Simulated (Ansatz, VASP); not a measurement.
NbTe in VASP and in Ansatz

Contents of INCAR:

```
SYSTEM = NbTe
PREC = Accurate
ENCUT = 520
EDIFF = 1E-7
ISMEAR = -1
SIGMA = 0.05
LREAL = .False.
LASPH = .True.
NELM = 60
ALGO = Normal
ISIF = 2
LWAVE = .False.
LCHARG = .False.
METAGGA = R2SCAN
LMIXTAU = .True.
```

Contents of KPOINTS:

```
Automatic mesh
0
Gamma
  8 8 7
  0 0 0
```

Contents of POSCAR:

```
NbTe
1.0
    3.6529280573      0.0000000000      0.0000000000
   -1.8264640286      3.1635284958      0.0000000000
    0.0000000000      0.0000000000      3.6442831093
Te Nb
1 1
Direct
    0.6666666667      0.3333333333      0.0000000000
    0.0000000000      0.0000000000      0.5000000000
```

File input.yaml:

```yaml
crystal:
  lattice:
    - [3.6529280573, 0.0, 0.0]
    - [-1.8264640286, 3.1635284958, 0.0]
    - [0.0, 0.0, 3.6442831093]
  atoms:
    - { symbol: Te, position: [0.6666666667, 0.3333333333, 0.0] }
    - { symbol: Nb, position: [0.0, 0.0, 0.5] }
hamiltonian:
  xc: r2scan
  pseudopotentials: { kind: paw }
kpoints:
  mp_grid: { grid: [8, 8, 7] }
scf:
  occupations: { method: fermi_dirac, width: 0.05 }
output:
  forces: true
  stress: true
  eigenvalues: true
```

Change from the starting cell: volume scaled by 0.96.

Alike in both runs: task single point; functional r2SCAN; k mesh 8 × 8 × 7; occupations fermi-dirac, width 0.05 eV; no spin polarisation.

```csv
,VASP,Ansatz
version,VASP 6.6.1,Ansatz 0.2.0
potentials or method,"VASP PAW PBE potentials, release 64 (Te, Nb_sv)",Ansatz PAW
plane-wave cutoff (eV),520,500
valence electrons in the cell,19,29
```

Ansatz gave:

- gap on the k mesh at the Fermi level (eV): none
- pressure (GPa): 4.0
- largest component of the traceless stress (GPa): 0.87

**Question.** Which values does VASP return?

**Answer.** gap on the k mesh at the Fermi level (eV): none; pressure (GPa): 3.8; largest component of the traceless stress (GPa): 0.81.

A gap of «none» marks a metal or a gap that the smearing closes. The two sets of potentials don't hold the same shells in valence.

Caveats: the PAW data sets were made with another functional, which shifts forces and pressure a little (VASP); the PAW data sets come from PBE, with cores solved anew for the run's functional, which leaves a small shift of forces and pressure (Ansatz). Spin-orbit coupling is left out, which matters for the levels of Te.
